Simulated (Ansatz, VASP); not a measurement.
## ZrSnSe3 in VASP and in Ansatz

```xyz
5
Lattice="5.3246 0.0000 0.0000 0.0000 5.3246 0.0000 0.0000 0.0000 5.3246" Properties=species:S:1:pos:R:3 pbc="T T T"
Sn    0.0000    0.0000    0.0000
Zr    2.6623    2.6623    2.6623
Se    2.6623    2.6623    0.0000
Se    2.6623    0.0000    2.6623
Se    0.0000    2.6623    2.6623
```

The cell comes from a database or a generator and needn't be the stable form of this composition.

Alike in both runs: task single point; functional PBE; k mesh 4 × 4 × 4; occupations gaussian, width 0.05 eV; no spin polarisation.

```csv
,VASP,Ansatz
version,VASP 6.6.1,Ansatz 0.2.0
potentials or method,"VASP PAW PBE potentials, release 64 (Sn_d, Zr_sv, Se)","scalar-relativistic, plane waves, PAW"
plane-wave cutoff (eV),520,420
valence electrons in the cell,44,74
```

Ansatz gave:

| Item | Value |
| --- | --- |
| gap on the k mesh at the Fermi level (eV) | 0.03 |
| least direct gap on the mesh (eV) | 0.25 |
| pressure (GPa) | -3.2 |

Q: Which values does VASP return?

A: gap on the k mesh at the Fermi level (eV): 0.03; least direct gap on the mesh (eV): 0.25; pressure (GPa): -3.1.

The functional is the same, so the differences come from potentials, cutoffs and numerics. The two sets of potentials don't hold the same shells in valence.

Caveats: spin-orbit coupling is left out, which moves the levels of the heavy elements. A k mesh can miss the band edges.
